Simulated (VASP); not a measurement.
Given:

```xyz
5
Lattice="5.6168 0.0000 0.0000 0.0000 5.6168 0.0000 0.0000 0.0000 5.6168" Properties=species:S:1:pos:R:3 pbc="T T T"
Cs     0.0000     0.0000     0.0000
Pb     2.8084     2.8084     2.8084
Cl     0.0000     2.8084     2.8084
Cl     2.8084     0.0000     2.8084
Cl     2.8084     2.8084     0.0000
```

The numbers are results of HSE06 screened hybrid, VASP's PBE PAW potentials (set 64) (plane waves; VASP 6.6.1), not measurements. Run with 300 eV cut-off, 5×5×5 Γ-centred mesh, Gaussian smearing of 0.010 eV, potentials Cs_sv Pb_d Cl.

**Question.** Estimate the energy per atom (σ→0).

**Answer.** 
| Property | Value |
|---|---|
| energy per atom (σ→0) | -4.183 eV/atom |

The absolute energy has meaning only against runs of the same code, potentials and settings.

The structure comes from a computed database's CsPbCl3 entry; how it stands against other phases isn't given here. The cell was not relaxed at this level.
